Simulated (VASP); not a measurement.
Input for VASP

### INCAR
```
ALGO=Normal
EDIFF=1E-6
EDIFFG=-0.01
ENCUT=400
GGA=PE
IBRION=2
ISIF=3
ISMEAR=1
LASPH=.TRUE.
LCHARG=.FALSE.
LMAXMIX=4
LREAL=.FALSE.
LWAVE=.FALSE.
NELM=100
NSW=60
PREC=Accurate
SIGMA=0.1
SYSTEM=TiCo
```

POSCAR:
```
TiCo
1
    2.9658424460    -0.0000000000    -0.0000000000
   -0.0000000000     2.9658424460     0.0000000000
   -0.0000000000     0.0000000000     2.9658424460
Ti Co
1 1
Direct
  0.0000000000   0.0000000000   0.0000000000
  0.5000000000   0.5000000000   0.5000000000
```

File KPOINTS:
```
Regular mesh
0
G
  11 11 11
0 0 0
```

POTCAR, in this order: Ti_sv Co (PBE.64 set). Program: vasp_std.

Q: Write an equivalent input for Quantum ESPRESSO's pw.x.

A: One equivalent input (not run):
```
&CONTROL
  calculation = 'vc-relax'
  pseudo_dir = './pseudo'
  outdir = './out'
  tprnfor = .true.
  tstress = .true.
  nstep = 60
  forc_conv_thr = 0.00039
/
&SYSTEM
  ibrav = 0
  nat = 2
  ntyp = 2
  ecutwfc = 96
  occupations = 'smearing'
  smearing = 'methfessel-paxton'
  degauss = 0.00735
  input_dft = 'pbe'
/
&ELECTRONS
  conv_thr = 7.3e-08
  electron_maxstep = 100
/
&IONS
/
&CELL
/
ATOMIC_SPECIES
  Ti 47.867 Ti.upf
  Co 58.933 Co.upf
CELL_PARAMETERS angstrom
     2.9658424   -0.0000000   -0.0000000
    -0.0000000    2.9658424    0.0000000
    -0.0000000    0.0000000    2.9658424
ATOMIC_POSITIONS crystal
  Ti   0.0000000  0.0000000  0.0000000
  Co   0.5000000  0.5000000  0.5000000
K_POINTS automatic
  11 11 11 0 0 0
```
What does not carry over: the potentials are each code's own (VASP's PAW set, PseudoDojo norm-conserving files in pw.x), so ENCUT and ecutwfc are chosen apart and not converted; conv_thr bounds pw.x's estimated SCF error, while EDIFF bounds the energy change between steps; forc_conv_thr acts on force components and is met together with etot_conv_thr.

The compound is TiCo in the CsCl type structure. It was relaxed first. The start is the result of an earlier pass.
